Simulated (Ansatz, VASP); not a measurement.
# SiTe in two plane-wave programs, part 2 of 2

Aim: how closely do two programs agree when they are given the same cell, functional and k mesh? The cell is generated by rule, not measured, and may not be a known phase. The cell is taken from a series of runs on this material, whose earlier steps may have relaxed, scaled, displaced or heated it; both programs get it as it stands.

VASP 6.6.1 and Ansatz 0.2.0.

So far. Step 5 (VASP: single point, LDA, pair 2): The run ends at a pressure of 0.21 GPa, with forces up to 0.15 eV/Å. Step 6 (Ansatz: single point, LDA, pair 2): The run ends at a pressure of 0.10 GPa, with forces up to 0.15 eV/Å.

## (8) Ansatz: single point, LDA, pair 3

Level of this step: Ansatz beside VASP: Kohn-Sham DFT, plane waves, LDA (Ansatz).

A single point gives forces, pressure and levels at one fixed geometry, so differences don't come from the geometry; what else differs is listed under the comparison.

The cell is taken from a series of runs on this material, whose earlier steps may have relaxed, scaled, displaced or heated it; both programs get it as it stands.

File input.yaml:

```yaml
crystal:
  lattice:
    - [0.0, -3.1888223209, -3.1888223209]
    - [0.0, 3.1888223209, -3.1888223209]
    - [6.3776446417, 0.0, 0.0]
  atoms:
    - { symbol: Si, position: [0.4797690012, 0.4797690012, 0.5] }
    - { symbol: Si, position: [0.0202309988, 0.0202309988, 0.0] }
    - { symbol: Te, position: [-0.0344954936, 0.5344954936, 0.25] }
    - { symbol: Te, position: [0.5344954936, -0.0344954936, 0.75] }
kpoints:
  mp_grid: { grid: [8, 8, 6] }
hamiltonian:
  xc: lda
  pseudopotentials: { kind: nc }
scf:
  occupations: { method: methfessel_paxton, width: 0.15 }
output:
  forces: true
  stress: true
  eigenvalues: true
```

On the command line:

```sh
> ansatz run input.yaml --threads 4 --pin off --max-ram 7168MiB --backend cpu --events-out ev --progress --plain --runs-dir out
```

The program printed:

```text
[...]
Crystal: 4 atoms, lattice volume = 129.703 Å³
Basis set: ecut = 1120 eV, 11091 PW (Γ)
Bands: 24, of which v1, the nominal top of the filled ones, is band 20 counted from 1 (19 counted from 0)
Symmetry: 4 space group operations
[...]
k-points: 84 of 384 (time reversal used)
[...]
P = ⅓ Tr σ = -0.0851 GPa (-0.851 kbar)
--- Band table (eV; the first three rows and the last of 84) ---
  k-point 0: bands = [... 16 lower, 3.6915, 3.7648, 3.8202, 5.1783, 5.7785, 6.7873, 6.7883, 6.9520]
  k-point 1: bands = [... 16 lower, 3.5183, 3.5654, 4.3454, 5.2335, 5.8426, 6.6116, 7.0532, 7.2690]
  k-point 2: bands = [... 16 lower, 3.1335, 3.1434, 5.1151, 5.3381, 6.0420, 6.2942, 7.7447, 7.9480]
  k-point 83: bands = [... 16 lower, 1.8009, 1.8009, 6.7313, 6.7313, 7.6275, 7.6275, 8.5428, 8.5428]
[key lines of the parts left out:]
SCF converged after 8 iterations
Free energy (F): -5920.018059 eV
Fermi energy:    6.189818 eV
```

The run ends at a pressure of -0.09 GPa, with forces up to 0.18 eV/Å.

## (9) VASP: single point, LDA, pair 3

The same cell, functional (in two slightly different forms), mesh and smearing now go to VASP, with its own data sets.

File INCAR:

```
SYSTEM = SiTe
PREC = Accurate
ENCUT = 500
EDIFF = 1E-06
NELM = 120
ISMEAR = 1
SIGMA = 0.15
LREAL = .FALSE.
ALGO = Normal
GGA = PW92
NBANDS = 16
LORBIT = 11
LWAVE = .FALSE.
LCHARG = .FALSE.
ISIF = 2
LASPH = .TRUE.
GGA_COMPAT = .FALSE.
KPAR = 2
```

File POSCAR:

```
SiTe
1.0
    0.0000000000     -3.1888223209     -3.1888223209
    0.0000000000      3.1888223209     -3.1888223209
    6.3776446417      0.0000000000      0.0000000000
Si Te
2 2
Direct
    0.4797690012      0.4797690012      0.5000000000
    0.0202309988      0.0202309988      0.0000000000
    0.9655045064      0.5344954936      0.2500000000
    0.5344954936      0.9655045064      0.7500000000
```

File KPOINTS:

```
Automatic mesh
0
Gamma
8 8 6
0 0 0
```

Potentials, in the order of the species: Si and Te (LDA family, release 64).

On the command line:

```sh
> mpirun -np 2 vasp_std
```

The program printed:

```text
[... set-up lines as in an earlier step ...]
 entering main loop
       N       E                     dE             d eps       ncg     rms          rms(c)
DAV:   1     0.642086351233E+02    0.64209E+02   -0.70339E+03  2688   0.940E+02
DAV:   2    -0.122735178550E+02   -0.76482E+02   -0.74213E+02  3696   0.138E+02
DAV:   3    -0.170800435129E+02   -0.48065E+01   -0.47495E+01  3696   0.373E+01
DAV:   4    -0.171786564107E+02   -0.98613E-01   -0.98603E-01  3864   0.606E+00
[...]
DAV:   9    -0.170895923867E+02   -0.12312E-04   -0.86629E-05  4152   0.546E-02    0.517E-02
DAV:  10    -0.170895953218E+02   -0.29351E-05   -0.38179E-06  2896   0.112E-02    0.218E-02
DAV:  11    -0.170895951535E+02    0.16829E-06   -0.30510E-07  1368   0.328E-03
   1 F= -.17089595E+02 E0= -.17089811E+02  d E =0.647251E-03
```

Parts of OUTCAR (step 9):

```text
  Total        0.1238769      0.2532774     -0.3140552      0.0000000      0.0000000      0.0000000
  in kB        1.5302063      3.1286429     -3.8794095      0.0000000      0.0000000      0.0000000
  external PRESSURE =       0.2598132 kB  Pullay stress =       0.0000000 kB

 POSITION                                       TOTAL-FORCE (eV/Angst)
 -----------------------------------------------------------------------------------
      3.18882      0.00000     -3.05980         0.000000      0.000000     -0.002752
      0.00000      0.00000     -0.12903         0.000000      0.000000      0.002752
      1.59441     -1.37441     -4.78323         0.000000      0.177434      0.000000
      4.78323      1.37441     -4.78323         0.000000     -0.177434      0.000000
 -----------------------------------------------------------------------------------
    total drift:                                0.000000     -0.000000     -0.000000

  FREE ENERGIE OF THE ION-ELECTRON SYSTEM (eV)
  ---------------------------------------------------
  free  energy   TOTEN  =       -17.0895951535 eV

  energy  without entropy=      -17.0902424041  energy(sigma->0) =      -17.08981090

[... 2 parts as in an earlier step ...]

[... 1 further part left out ...]
[key lines of the parts left out:]
E-fermi :   4.5756
```

The run ends at a pressure of 0.03 GPa, with forces up to 0.18 eV/Å.

## (10) Side by side

What differs besides the data sets and the points named for the pairs above, as far as they apply: the data sets hold 40 valence electrons in Ansatz (on norm-conserving files, of PseudoDojo where its log says so) and 20 in VASP. Total energies have different zeros and are not compared.

Compared:

```
      quantity  Ansatz  VASP  difference
pressure (GPa)   -0.09  0.03       -0.11
```

Forces (eV/Å; atoms numbered as in POSCAR):

```
atom        Ansatz x, y, z          VASP x, y, z
 Si1  0.000, 0.000, -0.009  0.000, 0.000, -0.003
 Si2   0.000, 0.000, 0.009   0.000, 0.000, 0.003
 Te3   0.000, 0.175, 0.000   0.000, 0.177, 0.000
 Te4  0.000, -0.175, 0.000  0.000, -0.177, 0.000
```

The forces differ by 2.5 meV/Å r.m.s., which is 3.5 % of the r.m.s. force of 0.072 eV/Å (both taken over all components).

## (11) Outcome

```yaml
difference_in_pressure_single_point_lda_pair_1: -0.065 GPa
r_m_s_force_difference_single_point_lda_pair_2: 1.6 meV/Å
r_m_s_force_difference_single_point_lda_pair_3: 2.5 meV/Å
```

The r.m.s. force difference is 2.5 meV/Å (single point, LDA, pair 3), within the 12 meV/Å picked in this series as the mark of a large difference. The data sets hold unlike numbers of valence electrons (20 in Ansatz and 10 in VASP and 40 in Ansatz and 20 in VASP), so part of the differences comes from the potentials. 5 further runs of this series are not shown here. Such differences can come from data sets, numerical settings and the points named under the comparisons, not from the functional's error against experiment.

[Lines on the potential files, build, host, timing and source positions are cut from VASP's logs without a mark.]

[Logs are printed without paths, hosts, clocks, repeated set-up lines and the standing remarks that a program may print on its own settings, such as how far it seeks lower states.]

[Hosts, paths, dates, database ids (printed as entryN), source tags and the programs' standing remarks are cut or masked in the printed files.]
